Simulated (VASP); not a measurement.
Output of a VASP run:

**OSZICAR**
```
       N       E                     dE             d eps       ncg     rms          rms(c)
DAV:   1     0.246881020079E+02    0.24688E+02   -0.55957E+03  1696   0.131E+03
DAV:   2    -0.279978533406E+02   -0.52686E+02   -0.49879E+02  1696   0.204E+02
DAV:   3    -0.293973854492E+02   -0.13995E+01   -0.13881E+01  1982   0.438E+01
DAV:   4    -0.294239479353E+02   -0.26562E-01   -0.26553E-01  2008   0.538E+00
DAV:   5    -0.294249033292E+02   -0.95539E-03   -0.95538E-03  2004   0.102E+00    0.142E+01
DAV:   6    -0.314128224500E+02   -0.19879E+01   -0.87755E+01  1862   0.152E+02    0.197E+01
DAV:   7    -0.263683776057E+02    0.50444E+01   -0.38255E+01  1860   0.893E+01    0.227E+00
DAV:   8    -0.263315251366E+02    0.36852E-01   -0.70630E-01  1748   0.965E+00    0.204E+00
DAV:   9    -0.264000146136E+02   -0.68489E-01   -0.66983E-01  1766   0.108E+01    0.591E-01
DAV:  10    -0.263074037911E+02    0.92611E-01   -0.34769E-01  1698   0.620E+00    0.367E-01
DAV:  11    -0.263037912159E+02    0.36126E-02   -0.22056E-02  1704   0.193E+00    0.224E-01
DAV:  12    -0.263035752564E+02    0.21596E-03   -0.63649E-03  1776   0.100E+00    0.109E-01
DAV:  13    -0.263033310521E+02    0.24420E-03   -0.37455E-03  1680   0.938E-01    0.406E-02
DAV:  14    -0.263031939912E+02    0.13706E-03   -0.18636E-03  1680   0.669E-01    0.179E-02
DAV:  15    -0.263030910825E+02    0.10291E-03   -0.29008E-04  1680   0.250E-01    0.121E-02
DAV:  16    -0.263030703907E+02    0.20692E-04   -0.28058E-05  1770   0.794E-02    0.434E-03
DAV:  17    -0.263030683951E+02    0.19955E-05   -0.17186E-05  1684   0.627E-02    0.249E-03
DAV:  18    -0.263030663581E+02    0.20370E-05   -0.80260E-06  1680   0.450E-02    0.215E-03
DAV:  19    -0.263030651914E+02    0.11667E-05   -0.48759E-07  1754   0.114E-02    0.103E-03
DAV:  20    -0.263030650692E+02    0.12218E-06   -0.30433E-07  1688   0.886E-03    0.812E-04
DAV:  21    -0.263030652715E+02   -0.20225E-06   -0.29712E-08   874   0.294E-03    0.495E-04
DAV:  22    -0.263030651834E+02    0.88123E-07   -0.17790E-08   848   0.212E-03
   1 F= -.26303065E+02 E0= -.26303230E+02  d E =0.495804E-03
```

OUTCAR:
```
------------------------ aborting loop because EDIFF is reached ----------------------------------------
  FORCE on cell =-STRESS in cart. coord.  units (eV):
  Direction    XX          YY          ZZ          XY          YZ          ZX
  --------------------------------------------------------------------------------------
  Total       -0.8240396     -0.8240396     -0.8240396      0.0000000     -0.0000000      0.0000000
  in kB      -57.7596194    -57.7596194    -57.7596194      0.0000000     -0.0000000      0.0000000
  external PRESSURE =     -57.7596194 kB  Pullay stress =       0.0000000 kB
  volume of cell :       22.86
      direct lattice vectors                 reciprocal lattice vectors
     2.837993824  0.000000000  0.000000000     0.352361584  0.000000000  0.000000000
     0.000000000  2.837993824  0.000000000     0.000000000  0.352361584  0.000000000
     0.000000000  0.000000000  2.837993824     0.000000000  0.000000000  0.352361584
 POSITION                                       TOTAL-FORCE (eV/Angst)
 -----------------------------------------------------------------------------------
      1.41900      1.41900      1.41900         0.000000      0.000000      0.000000
      0.00000      0.00000      0.00000         0.000000      0.000000      0.000000
 -----------------------------------------------------------------------------------
    total drift:                               -0.000000      0.000000      0.000000
  FREE ENERGIE OF THE ION-ELECTRON SYSTEM (eV)
  ---------------------------------------------------
  free  energy   TOTEN  =       -26.3030651834 eV

  energy  without entropy=      -26.3035609877  energy(sigma->0) =      -26.30323045
```
(Selected blocks of OUTCAR.)

**POSCAR**
```
CoAl
1
    2.8379938242     0.0000000000     0.0000000000
    0.0000000000     2.8379938242     0.0000000000
    0.0000000000     0.0000000000     2.8379938242
Al Co
1 1
Direct
  0.5000000000   0.5000000000   0.5000000000
  0.0000000000   0.0000000000   0.0000000000
```

Q: Write an INCAR and KPOINTS that could have produced this output.

A: This is not unique; one that fits is the input of the run itself, SCAN meta-GGA, plane waves, VASP's PBE PAW potentials (set 64).

INCAR:
```
# general
SYSTEM  = CoAl
PREC    = Accurate
ENCUT   = 520
LREAL   = .False.
LASPH   = .True.

# electronic loop
EDIFF   = 1E-7
NELM    = 100
ALGO    = Normal
LMAXMIX = 4
LMIXTAU = .True.

# smearing
ISMEAR  = 1
SIGMA   = 0.1

# functional
METAGGA = SCAN

# ions
ISIF    = 2

# output
LWAVE   = .False.
LCHARG  = .False.
```

File KPOINTS:
```
Automatic mesh
0
Gamma
13 13 13
0 0 0
```

POTCAR, in this order: Al Co (PBE.64 set). Program: vasp_std.

The compound is CoAl in the CsCl type structure. This cell is one point of a volume scan, at 1.03 of the reference volume. The run is not spin-polarised, so no magnetic state was tried.
